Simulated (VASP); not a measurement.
Here is the system:

```yaml
crystal:
  lattice:
    - [1.37429, -2.38035, 0.00000]
    - [1.37429, 2.38035, 0.00000]
    - [0.00000, 0.00000, 4.33244]
  atoms:
    - { symbol: Os, position: [0.33333, 0.66667, 0.25000] }
    - { symbol: Os, position: [0.66667, 0.33333, 0.75000] }
```

These are rev-vdW-DF2, VASP's PBE PAW potentials (set 64) (plane waves; VASP) values and carry that method's errors. Numerical set-up: 520 eV cut-off, 17×17×10 Γ-centred mesh, tetrahedra with Blöchl corrections, potentials Os.

Unless said otherwise, spin-orbit coupling is left out, though it shifts the bands of the heavy elements here.

**Question.** Estimate the energy per atom (σ→0), band gap (on the k-mesh) with the smallest direct gap where there is one.

**Answer.** 
```
Property                                                    Result
------------------------  ----------------------------------------
band gap (on the k-mesh)  none (metal, semimetal or under 0.01 eV)
energy per atom (σ→0)                               -9.237 eV/atom
```

Total energies compare only between runs with the same potentials, cut-off and functional.

The compound is Os in the hcp structure. It was relaxed first.
